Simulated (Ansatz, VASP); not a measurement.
**Zn (Zinc): VASP beside Ansatz**

One calculation is typed for both programs; each brings its own data sets. How far apart do they land? The cell is taken from a series of runs on this material, whose earlier steps may have relaxed, scaled, displaced or heated it; both programs get it as it stands.

Calculated with Ansatz 0.2.0; plane waves, with VASP 6.6.1 beside it; relaxation of cell and atoms at PBE with D3(BJ).

### Step 1. The structure

Symmetry: P6_3/mmc, No. 194, hexagonal system. Conventional cell: a = 2.607 Å, b = 2.607 Å, c = 4.866 Å, α = 90.00°, β = 90.00°, γ = 120.00°. Nearest to Zn lie 12 Zn at 2.61 to 2.86 Å.

Structure file:

```cif
data_structure
_symmetry_space_group_name_H-M 'P 1'
_symmetry_Int_Tables_number 1
_cell_length_a 2.6067
_cell_length_b 2.6067
_cell_length_c 4.8658
_cell_angle_alpha 90.000
_cell_angle_beta 90.000
_cell_angle_gamma 120.000
_cell_volume 28.63
loop_
_atom_site_label
_atom_site_type_symbol
_atom_site_fract_x
_atom_site_fract_y
_atom_site_fract_z
_atom_site_occupancy
Zn1 Zn 0.33333 0.66667 0.25000 1
Zn2 Zn 0.66667 0.33333 0.75000 1
```

### Step 2. VASP: relaxation of cell and atoms, PBE with D3(BJ)

The relaxed volume is the usual yardstick between codes: in a stiff, nearly cubic crystal its relative difference is about their pressure difference at one cell divided by the bulk modulus.

Lines of VASP's logs that name or quote its potential files are left out, and so is its time.

INCAR

```
SYSTEM = Zn
PREC = Accurate
ENCUT = 500
EDIFF = 1E-07
NELM = 120
ISMEAR = -1
SIGMA = 0.15
LREAL = .FALSE.
ALGO = Normal
GGA = PE
IVDW = 12
NBANDS = 18
LORBIT = 11
LWAVE = .FALSE.
LCHARG = .FALSE.
ISIF = 3
IBRION = 2
NSW = 80
EDIFFG = -0.005
LASPH = .TRUE.
GGA_COMPAT = .FALSE.
NELMIN = 4
```

POSCAR

```
Zn
1.0
    2.6067200000      0.0000000000      0.0000000000
   -1.3033600000      2.2574860000      0.0000000000
    0.0000000000      0.0000000000      4.8658220000
Zn
2
Direct
    0.3333334072      0.6666668143      0.2500001028
    0.6666665928      0.3333331857      0.7500001028
```

KPOINTS

```
Automatic mesh
0
Gamma
24 24 10
0 0 0
```

PAW data sets: Zn (PBE family, release 64).

Started as:

```bash
> mpirun -np 1 vasp_std
```

Numbers of over 12 decimals in the logs are rounded to 6 here.

What it wrote:

```text
[banner, memory and clock lines left out]
running    1 mpi-ranks, on    1 nodes
 distrk:  each k-point on    1 cores,    1 groups
 distr:  one band on    1 cores,    1 groups

 POSCAR found type information on POSCAR Zn
 POSCAR found :  1 types and       2 ions
 LDA part: xc-table for (Slater+PW92), standard interpolation
 POSCAR, INCAR and KPOINTS ok, starting setup
 FFT: planning ... GRIDC
 FFT: planning ... GRID_SOFT
 FFT: planning ... GRID
 WAVECAR not read
 entering main loop
       N       E                     dE             d eps       ncg     rms          rms(c)
DAV:   1     0.105635193574E+03    0.10564E+03   -0.12278E+04 13632   0.210E+03
DAV:   2     0.165415403876E+01   -0.10398E+03   -0.10113E+03 13256   0.294E+02
DAV:   3    -0.242212128236E+01   -0.40763E+01   -0.40624E+01 14806   0.666E+01
DAV:   4    -0.244289363110E+01   -0.20772E-01   -0.20767E-01 14440   0.483E+00
DAV:   5    -0.244292019101E+01   -0.26560E-04   -0.26560E-04 14326   0.153E-01    0.458E+00
DAV:   6    -0.221732084280E+01    0.22560E+00   -0.93192E-01 14204   0.211E+01    0.333E+00
DAV:   7    -0.220606239667E+01    0.11258E-01   -0.31504E-02 16762   0.313E+00    0.169E+00
DAV:   8    -0.220078490311E+01    0.52775E-02   -0.18240E-03 17864   0.702E-01    0.480E-02
DAV:   9    -0.220078630188E+01   -0.13988E-05   -0.25414E-04 17842   0.218E-01    0.338E-02
DAV:  10    -0.220078939644E+01   -0.30946E-05   -0.25021E-05 13702   0.620E-02    0.313E-03
DAV:  11    -0.220078919004E+01    0.20640E-06   -0.97692E-08 11800   0.314E-03    0.190E-03
DAV:  12    -0.220078881867E+01    0.37137E-06   -0.23066E-08  7324   0.340E-03    0.149E-04
DAV:  13    -0.220078881472E+01    0.39468E-08   -0.75881E-09  7006   0.797E-04
   1 F= -.30572806E+01 E0= -.30423486E+01  d E =-.305728E+01
[...]
2 F= -.30578351E+01 E0= -.30424765E+01  d E =-.554532E-03
[...]
3 F= -.30578351E+01 E0= -.30424786E+01  d E =-.554582E-03
[...]
4 F= -.30579995E+01 E0= -.30424778E+01  d E =-.164390E-03
[...]
5 F= -.30582360E+01 E0= -.30423737E+01  d E =-.400854E-03
[...]
6 F= -.30584072E+01 E0= -.30419240E+01  d E =-.572095E-03
[...]
7 F= -.30584062E+01 E0= -.30415569E+01  d E =0.100301E-05
 trial-energy change:    0.000001  1 .order   -0.000002   -0.000163    0.000159
 step:   1.0873(harm=  1.1166)  dis= 0.00000  next Energy=    -3.058447 (dE=-0.398E-04)
 bond charge predicted
       N       E                     dE             d eps       ncg     rms          rms(c)
DAV:   1    -0.220374688934E+01   -0.32480E-03   -0.26917E-02 14610   0.216E+00    0.287E-01
DAV:   2    -0.220242155777E+01    0.13253E-02   -0.35598E-03 14926   0.123E+00    0.132E-01
DAV:   3    -0.220209680901E+01    0.32475E-03   -0.17477E-04 15268   0.220E-01    0.643E-02
DAV:   4    -0.220200598040E+01    0.90829E-04   -0.10335E-04 17388   0.150E-01    0.916E-03
DAV:   5    -0.220200623219E+01   -0.25179E-06   -0.15231E-05 14732   0.532E-02    0.360E-03
DAV:   6    -0.220200598713E+01    0.24506E-06   -0.19974E-06 14170   0.261E-02    0.914E-04
DAV:   7    -0.220200589708E+01    0.90053E-07   -0.46907E-08  7026   0.434E-03
   8 F= -.30584465E+01 E0= -.30417770E+01  d E =-.392163E-04
 curvature:  -1.27 expect dE=-0.526E-06 dE for cont linesearch -0.117E-06
 trial: gam= 0.00000 g(F)=  0.156E-42 g(S)=  0.414E-06 ort = 0.393E-05 (trialstep = 0.198E+01)
 search vector abs. value=  0.414E-06
 reached required accuracy - stopping structural energy minimisation
```

From OUTCAR (step 2):

```text
ion  position               nearest neighbor table
   1  0.333  0.667  0.250-   2 2.86   2 2.86   2 2.86   2 2.86   2 2.86   2 2.86
   2  0.667  0.333  0.750-   1 2.86   1 2.86   1 2.86   1 2.86   1 2.86   1 2.86

  LATTYP: Found a hexagonal cell.
 ALAT       =     2.6067200000
 C/A-ratio  =     1.8666454395

 Subroutine GETGRP returns: Found 24 space group operations
 (whereof 12 operations were pure point group operations)

The static configuration has the point symmetry D_3d.
 The point group associated with its full space group is D_6h.

 Found    366 irreducible k-points:

   k-points           NKPTS =    366   k-points in BZ     NKDIM =    366   number of bands    NBANDS=     18

   dimension x,y,z NGX =    20 NGY =   20 NGZ =   36
   dimension x,y,z NGXF=    40 NGYF=   40 NGZF=   72

   ENCUT  =  500.0 eV  36.75 Ry    6.06 a.u.   4.75  4.75  8.87*2*pi/ulx,y,z

   NELECT =      24.0000    total number of electrons

 k-points in reciprocal lattice and weights: Automatic mesh
   0.00000000  0.00000000  0.00000000       0.000
   0.04166667  0.00000000  0.00000000       0.001
   0.08333333  0.00000000  0.00000000       0.001
   0.12500000  0.00000000  0.00000000       0.001
   0.16666667  0.00000000  0.00000000       0.001
   0.20833333  0.00000000  0.00000000       0.001
   0.25000000  0.00000000  0.00000000       0.001
   0.29166667  0.00000000  0.00000000       0.001
   0.33333333  0.00000000  0.00000000       0.001
[...]
0.33333333  0.29166667  0.50000000       0.002
   0.33333333  0.33333333  0.50000000       0.000

 Edisp (eV)   -0.85498

 average (electrostatic) potential at core
       1 -36.5869       2 -36.5869

 E-fermi :   3.6137

 k-point     1 :       0.0000    0.0000    0.0000
  band No.  band energies     occupation
    ...
      9      -3.8831      2.00000
     10      -3.6279      2.00000
     11      -3.6278      2.00000
     12      -0.2907      2.00000
     13       0.8043      2.00000
     14      18.4372      0.00000
     15      21.3892      0.00000
     16      21.3892      0.00000
     17      21.9585      0.00000
     18      23.1384      0.00000

 k-point     2 :       0.0417    0.0000    0.0000
  band No.  band energies     occupation
    ...
      9      -3.8887      2.00000
     10      -3.6637      2.00000
     11      -3.6269      2.00000
     12      -0.2002      2.00000
     13       0.8309      2.00000
     14      18.4956      0.00000
     15      20.2093      0.00000
     16      20.7683      0.00000
     17      21.7228      0.00000
     18      22.5671      0.00000

 k-point     3 :       0.0833    0.0000    0.0000
  band No.  band energies     occupation
    ...
      9      -3.9045      2.00000
     10      -3.7544      2.00000
     11      -3.6244      2.00000
     12       0.0593      2.00000
     13       0.9128      2.00000
     14      18.2208      0.00000
     15      18.6667      0.00000
     16      19.7473      0.00000
     17      21.2734      0.00000
     18      22.3322      0.00000

 Edisp (eV)   -0.85644

  Total      -0.00013    -0.00013    -0.00414     0.00000     0.00000    -0.00000
  in kB      -0.00706    -0.00706    -0.23167     0.00000     0.00000    -0.00000
  external pressure =       -0.08 kB  Pullay stress =        0.00 kB

  energy-cutoff  :      500.00
  volume of cell :       28.62
      direct lattice vectors                 reciprocal lattice vectors
     2.628153408  0.000000000  0.000000000     0.380495293  0.219679034  0.000000000
    -1.314076704  2.276047882 -0.000000000    -0.000000000  0.439358068  0.000000000
    -0.000000000 -0.000000000  4.784557639    -0.000000000  0.000000000  0.209005738

 POSITION                                       TOTAL-FORCE (eV/Angst)
 -----------------------------------------------------------------------------------
      0.00000      1.51737      1.19614        -0.000000     -0.000000      0.000000
      1.31408      0.75868      3.58842         0.000000      0.000000      0.000000
 -----------------------------------------------------------------------------------
    total drift:                               -0.000000     -0.000029     -0.000078

  FREE ENERGIE OF THE ION-ELECTRON SYSTEM (eV)
  ---------------------------------------------------
  free  energy   TOTEN  =        -3.0584464612 eV

  energy  without entropy=       -3.0251074812  energy(sigma->0) =       -3.04177697

 reached required accuracy - stopping structural energy minimisation

 total charge
# of ion       s       p       d       tot
------------------------------------------
    1        0.598   0.487   9.724  10.810
    2        0.598   0.487   9.724  10.810
--------------------------------------------------
tot          1.196   0.974  19.449  21.619

[... 3 further parts left out ...]
```

Dispersion corrections of this kind ignore metallic screening and tend to overbind metals. The run keeps the 24 symmetry operations of its start, so it cannot find a distortion of lower symmetry.

### Step 3. Ansatz: relaxation of cell and atoms, PBE with D3(BJ)

Ansatz runs on its PAW soft_1 files.

The same cell, functional, mesh and smearing now go to Ansatz, which takes its cutoff from its data sets.

input.yaml

```yaml
crystal:
  lattice:
    - [2.6067204751, 0.0, 0.0]
    - [-1.3033602376, 2.257486152, 0.0]
    - [0.0, 0.0, 4.8658221566]
  atoms:
    - { symbol: Zn, position: [0.3333333333, 0.6666666667, 0.25] }
    - { symbol: Zn, position: [0.6666666667, 0.3333333333, 0.75] }
kpoints:
  mp_grid: { grid: [24, 24, 10] }
hamiltonian:
  xc: pbe
  dispersion: d3bj
  pseudopotentials: { kind: paw, azcp: { folder: soft_1 } }
scf:
  occupations: { method: fermi_dirac, width: 0.15 }
output:
  forces: true
  stress: true
  eigenvalues: true
relax:
  adjacent_minimum: "off"
  f_tol: 0.001
  max_steps: 60
  cell: { stress_tol: 0.01 }
```

Started as:

```bash
> ansatz run input.yaml --threads 8 --pin off --max-ram 15360MiB --backend cpu --events-out ev --progress --plain --runs-dir out
```

What it wrote:

```text
Engine: ansatz 0.2.0, x86_64-unknown-linux-gnu
Pseudopotentials: kind: paw
Pseudopotential: Zn, paw, valence charge 12, recommended cutoff 420 eV (normal), soft_1/Zn.paw.azcp
Functional definition: PBE
  parameter kappa = 0.804
  parameter beta = 0.066725
  exchange = pbe_x(kappa = kappa, mu = beta*pi^2/3)
  correlation = pbe_c(beta = beta)
Crystal: 2 atoms, lattice volume = 28.634 Å³
Basis set: ecut = 420 eV, 563 PW (Γ), exchange–correlation on 36×36×72 points (8 copies of the dense FFT grid, shifted against one another)
Bands: 16, of which v1, the nominal top of the filled ones, is band 12 counted from 1 (11 counted from 0)
Symmetry: 24 space group operations
Space group: P63/mmc (ITA 194), of the structure as read, at distance tolerance 3.1e-5 Å
k-points: 366 of 5760
Non-local potential: Zn, projectors of the file, l = 0: 2, l = 1: 2, l = 2: 3, l = 3: 1
PAW form: soft (Blöchl's): semilocal exchange-correlation on the pseudo side does not see the compensation charge
PAW one-centre angular grid: Zn, 590 points (default); XC on 64 Gauss nodes
Initial density: superposition of atomic densities (chi_scale 0.1, normalization cell)
Initial wavefunctions: pseudopotential atomic-orbital guess
Functional: x = pbe(κ = 0.804, μ = 0.219515), c = pbe(β = 0.066725)
SCF iter   1: F=—  HF=-6639.150572 eV  |F-HF|=—  |Δ(HF+E_count)|=         —  Δρ=6.20e-2  dr2=8.51e-1  ethr=3.10e-3  ⟨swp⟩=5.8  Hψ=34664  notcnv=0
preconditioner: auto → none  [metal: Δε(μ)=0.082 eV  Ē_g=12.810 eV  σ=0.150 eV  W_gap=0.13  n_scr=4 (ndim 8)  ℏωp=34.0 eV  f_vac=0.000  D(μ)=0.38/eV (n_scr^D=2)  sad-step TF]
SCF iter   2: F=—  HF=-6638.946284 eV  |F-HF|=—  |Δ(HF+E_count)|=   2.04e-1  Δρ=2.37e-2  dr2=7.96e-2  ethr=3.10e-3  ⟨swp⟩=2.0  Hψ=14289  notcnv=0
SCF iter   3: F=—  HF=-6638.908233 eV  |F-HF|=—  |Δ(HF+E_count)|=   3.81e-2  Δρ=1.07e-2  dr2=2.32e-2  ethr=3.32e-4  ⟨swp⟩=2.0  Hψ=13786  notcnv=0
SCF iter   4: F=—  HF=-6638.908541 eV  |F-HF|=—  |Δ(HF+E_count)|=   3.07e-4  Δρ=5.19e-3  dr2=2.29e-3  ethr=9.69e-5  ⟨swp⟩=2.4  Hψ=9799  notcnv=0
SCF iter   5: F=—  HF=-6638.909502 eV  |F-HF|=—  |Δ(HF+E_count)|=   9.61e-4  Δρ=7.68e-4  dr2=5.71e-5  ethr=9.53e-6  ⟨swp⟩=2.0  Hψ=9998  notcnv=0
SCF iter   6: F=—  HF=-6638.909521 eV  |F-HF|=—  |Δ(HF+E_count)|=   1.84e-5  Δρ=9.44e-5  dr2=9.14e-7  ethr=2.38e-7  ⟨swp⟩=2.0  Hψ=10232  notcnv=0
SCF iter   7: F=-6638.909521 eV  HF=-6638.909521 eV  |F-HF|=7.34e-10  |Δ(HF+E_count)|=   2.17e-7  Δρ=4.89e-6  dr2=2.74e-9  ethr=4.17e-10  ⟨swp⟩=7.0  Hψ=32049  notcnv=0
SCF 1 converged in 7 iterations: F = -6638.909521 eV  dr2 = 2.74e-9
  greatest PAW one-centre occupation: 0.981 electrons in one spin orbital (limit 2), on the Zn atom at site 1 (counted from 0), in its partial waves of l = 2
relax step   1: F+E_penalty+E_count = -6638.90952074 eV  Δ(F+E_penalty+E_count) = +0.000e0 eV  max|allowed force component| = 2.405e-16 eV/Å  Δτ_max = 0.0000 Å  P = +0.088 GPa  Ω = 28.634 Å³  (7 SCF iters, dr2 threshold 1.00e-7 eV, accepted)
[...]
relax step   2: F+E_penalty+E_count = -6638.90968191 eV  Δ(F+E_penalty+E_count) = -1.612e-4 eV  max|allowed force component| = 2.776e-17 eV/Å  Δτ_max = 0.0000 Å  P = +0.064 GPa  Ω = 28.621 Å³  energy of the carried Pulay correction = +4.326e-6 eV  (3 SCF iters, dr2 threshold 2.00e-7 eV, accepted)
[...]
relax step   3: F+E_penalty+E_count = -6638.91007955 eV  Δ(F+E_penalty+E_count) = -3.976e-4 eV  max|allowed force component| = 1.295e-16 eV/Å  Δτ_max = 0.0000 Å  P = +0.089 GPa  Ω = 28.530 Å³  energy of the carried Pulay correction = +5.634e-5 eV  (4 SCF iters, dr2 threshold 1.64e-7 eV, accepted)
[...]
relax step   4: F+E_penalty+E_count = -6638.91003022 eV  Δ(F+E_penalty+E_count) = +4.933e-5 eV  max|allowed force component| = 4.626e-17 eV/Å  Δτ_max = 0.0000 Å  P = -0.170 GPa  Ω = 28.588 Å³  energy of the carried Pulay correction = -5.861e-6 eV  (5 SCF iters, dr2 threshold 4.77e-8 eV, accepted)
[...]
relax step   5: F+E_penalty+E_count = -6638.91012274 eV  Δ(F+E_penalty+E_count) = -9.252e-5 eV  max|allowed force component| = 1.850e-17 eV/Å  Δτ_max = 0.0000 Å  P = -0.006 GPa  Ω = 28.518 Å³  energy of the carried Pulay correction = +5.027e-5 eV  (4 SCF iters, dr2 threshold 7.73e-8 eV, accepted)
[...]
relax step   6: F+E_penalty+E_count = -6638.91012734 eV  Δ(F+E_penalty+E_count) = -4.598e-6 eV  max|allowed force component| = 9.252e-17 eV/Å  Δτ_max = 0.0000 Å  P = +0.001 GPa  Ω = 28.512 Å³  energy of the carried Pulay correction = +5.439e-5 eV  (5 SCF iters, dr2 threshold 2.98e-10 eV, accepted)
[...]
relax step   7: F+E_penalty+E_count = -6638.91005174 eV  Δ(F+E_penalty+E_count) = +7.560e-5 eV  max|allowed force component| = 4.626e-17 eV/Å  Δτ_max = 0.0000 Å  P = -0.001 GPa  Ω = 28.512 Å³  stress off target by 5.97e-3 GPa  SCF on the basis re-selected at this cell (its energy is not comparable with the rows above)  (6 SCF iters)
basis re-selected at this cell: Δ(F+E_penalty+E_count) = +7.560e-5 eV, ΔP = -0.003 GPa vs the last step (what re-selecting the basis moved, of the pressure what is left beyond the Pulay correction that the steps carried, after the strain that the cell walked since its last selection, with what the two solves' SCF thresholds leave and, on support functions, any second-order correction that the steps lacked; it is no m [...]
SCF converged after 6 iterations
Free energy (F): -6638.910052 eV
Harris-Foulkes:  -6638.910052 eV  (|F-HF|=1.82e-12)
Internal energy: -6638.877572 eV  (E = F + TS)
E sigma→0 (E₀):  -6638.893812 eV
Entropy (-TS):   -0.032480 eV (-16.240 meV/atom)
Fermi energy:    12.040684 eV
--- Per-component energies (eV) ---
  E_band       = 116.267656
  E_kinetic    = 296.210043
  E_local      = -3430.335217  (includes V_loc(G=0)·N_el)
  E_nonlocal   = 1633.324239
  E_hartree    = 1277.211942
  E_xc         = -158.143251
  E_vxc        = -103.814204  (∫ρ·V_xc dr)
  E_paw        = -3791.396626  (= ΣΔE_a)
  E_vpaw       = -833.540624  (= ΣTr[D̂ρ^β])
  E_aug_tail   = -0.000482  (compensation charges beyond the density's cutoff)
  E_ewald      = -2464.888126
  E_disp       = -0.860094  (pairwise vdW)
  E_smearing   = -0.032480  (= −TS)
  E_closure    = 0.000000  (closes the sum)
  Σ components = -6638.910052   (vs F -6638.910052, Δ=0.00e0)
--- Forces (eV/Å), atoms counted from 1 ---
  atom   1  Zn    -0.00000000    -0.00000000     0.00000000
  atom   2  Zn     0.00000000     0.00000000     0.00000000
  max |Σ_I F_I| component: 1.85e-17 eV/Å
--- Stress (GPa, compression-positive) ---
       -0.004982      -0.000000       0.000000
       -0.000000      -0.004982       0.000000
        0.000000       0.000000       0.005970
  P = ⅓ Tr σ = -0.0013 GPa (-0.013 kbar)
--- Band table (eV; the first three rows and the last of 366) ---
  k-point 0: bands = [... 8 lower, 4.5797, 4.8320, 4.8320, 8.0951, 9.1977, 26.6202, 29.8861, 29.8861]
  k-point 1: bands = [... 8 lower, 4.5888, 4.8280, 4.8280, 7.2468, 10.1869, 25.4023, 29.9522, 29.9522]
  k-point 2: bands = [... 8 lower, 4.6139, 4.8157, 4.8157, 6.1644, 11.6991, 23.3253, 30.1474, 30.1474]
  k-point 365: bands = [... 8 lower, 4.8300, 4.8300, 12.8478, 12.8478, 13.7961, 13.7961, 14.3231, 14.3231]
--- Relaxed structure (6 steps of the walk, 6 accepted, 1 SCFs on fresh bases) ---
  F+E_penalty+E_count = -6638.91005174 eV   max|allowed force component| = 4.626e-17 eV/Å   (the final SCF, on the basis selected at the relaxed cell)
  cell:  # Å, volume = 28.5122 Å³
    - [2.620606, 2.9021325979496312e-11, 0.0]
    - [-1.310303, 2.269512, 0.0]
    - [0.0, 0.0, 4.793978]
  atoms:
    - { symbol: Zn, position: [0.333333, 0.666667, 0.250000] }
    - { symbol: Zn, position: [0.666667, 0.333333, 0.750000] }
```

The column dr2 measures how far the density is from self-consistency, as an energy; F and HF (Harris–Foulkes) agree once it is small.

### Step 4. Comparison

Known differences besides the potentials themselves: the cutoff is 420 eV in Ansatz and 500 eV in VASP; Ansatz adds a Pulay correction to the stress that steers its cell, VASP none. Total energies have different zeros and are not compared.

Compared:

```csv
quantity,Ansatz,VASP,difference
volume (Å³),28.51,28.62,-0.38 %
"edge a after relaxation, in the typed setting (Å)",2.621,2.628,-0.29 %
"edge c after relaxation, in the typed setting (Å)",4.794,4.785,+0.20 %
```

### Step 5. Results

```
difference in volume (relaxation of cell and atoms, PBE with D3(BJ)) : -0.38 %
```

**Reading.** The difference in volume is -0.38 % (relaxation of cell and atoms, PBE with D3(BJ)), within the 1.2 % picked in this series as the mark of a large difference, as far as the stopping tolerances let one tell. How closely two codes agree says nothing of how well the functional describes the real material.

[Lines on the potential files, build, host, timing and source positions are cut from VASP's logs without a mark.]

[Logs are printed without paths, hosts, clocks, repeated set-up lines and the standing remarks that a program may print on its own settings, such as how far it seeks lower states.]

[Hosts, paths, dates, database ids (printed as entryN), source tags and the programs' standing remarks are cut or masked in the printed files.]
